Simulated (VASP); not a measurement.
Consider the following.

```
RuSi
1.0
    4.61369     0.00000     0.00000
    0.00000     4.61369     0.00000
    0.00000     0.00000     4.61369
Si Ru
4 4
Direct
  0.15970   0.34030   0.65970
  0.65970   0.15970   0.34030
  0.84030   0.84030   0.84030
  0.34030   0.65970   0.15970
  0.86436   0.63564   0.36436
  0.36436   0.86436   0.63564
  0.13564   0.13564   0.13564
  0.63564   0.36436   0.86436
```

Level of theory: PBE GGA, VASP's PBE PAW potentials (set 64) (plane waves; VASP). Numerical set-up: 500 eV cut-off, 5×5×5 Γ-centred mesh, Gaussian smearing of 0.050 eV, potentials Si Ru_pv.

Energy and stress use the plane-wave basis of the starting cell.

**Question.** The ions, cell shape and volume at an external pressure of 30.0 GPa are relaxed. Predict the relaxed structure.

**Answer.** 
```
RuSi
1.0
    4.56789     0.00000     0.00000
    0.00000     4.56789     0.00000
    0.00000     0.00000     4.56789
Si Ru
4 4
Direct
  0.15878   0.34122   0.65878
  0.65878   0.15878   0.34122
  0.84122   0.84122   0.84122
  0.34122   0.65878   0.15878
  0.86252   0.63748   0.36252
  0.36252   0.86252   0.63748
  0.13748   0.13748   0.13748
  0.63748   0.36252   0.86252
```
Space group P2_13 (198), at a tolerance of 0.03 Å.

**Question.** How do energy and volume change from the first to the last step?

**Answer.** The energy (σ→0) changes by +56.1 meV/atom and the volume by -2.9 %, in 9 ionic steps.

```json
[
 {"step": "1", "E(σ→0) (eV)": "-63.2218", "max force (eV/Å)": "0.001", "pressure (GPa)": "20.00", "volume (Å³)": "98.21"},
 {"step": "2", "E(σ→0) (eV)": "-60.4908", "max force (eV/Å)": "0.766", "pressure (GPa)": "67.96", "volume (Å³)": "87.72"},
 {"step": "3", "E(σ→0) (eV)": "-62.8149", "max force (eV/Å)": "0.165", "pressure (GPa)": "29.65", "volume (Å³)": "95.57"},
 {"step": "4", "E(σ→0) (eV)": "-62.7997", "max force (eV/Å)": "0.170", "pressure (GPa)": "29.96", "volume (Å³)": "95.49"},
 {"step": "5", "E(σ→0) (eV)": "-62.7896", "max force (eV/Å)": "0.174", "pressure (GPa)": "30.18", "volume (Å³)": "95.43"},
 {"step": "6", "E(σ→0) (eV)": "-62.7752", "max force (eV/Å)": "0.096", "pressure (GPa)": "30.20", "volume (Å³)": "95.33"},
 {"step": "7", "E(σ→0) (eV)": "-62.7579", "max force (eV/Å)": "0.025", "pressure (GPa)": "30.25", "volume (Å³)": "95.23"},
 {"step": "8", "E(σ→0) (eV)": "-62.8061", "max force (eV/Å)": "0.012", "pressure (GPa)": "29.22", "volume (Å³)": "95.49"},
 {"step": "9", "E(σ→0) (eV)": "-62.7734", "max force (eV/Å)": "0.019", "pressure (GPa)": "29.93", "volume (Å³)": "95.31"}
]
```

The compound is RuSi in the B20 structure. This run relaxes it under an external pressure of 30 GPa. Symmetry was kept, so distortions that lower it aren't found.
